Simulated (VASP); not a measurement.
Given:

```
CELL_PARAMETERS angstrom
      0.00000     2.84359     2.84359
      2.84359     0.00000     2.84359
      2.84359     2.84359     0.00000
ATOMIC_POSITIONS crystal
  Na 0.00000 0.00000 0.00000
  Cl 0.50000 0.50000 0.50000
```

Level of theory: PBE GGA with D3 dispersion (Becke-Johnson damping), VASP's PBE PAW potentials (set 64) (plane waves; VASP). Run with 520 eV cut-off, 8×8×8 Γ-centred mesh, Gaussian smearing of 0.050 eV, potentials Na_pv Cl.

Estimate the energy per atom (σ→0), pressure, band gap (on the k-mesh) with the smallest direct gap where there is one.

```json
{
 "band gap (on the k-mesh)": "5.01 eV",
 "smallest direct gap (on the k-mesh)": "5.01 eV",
 "energy per atom (σ→0)": "-3.598 eV/atom",
 "pressure": "-1.44 GPa"
}
```

Total energies compare only between runs with the same potentials, cut-off and functional.

The compound is NaCl in the rock salt structure. This cell is one point of a volume scan, at 1.06 of the reference volume.
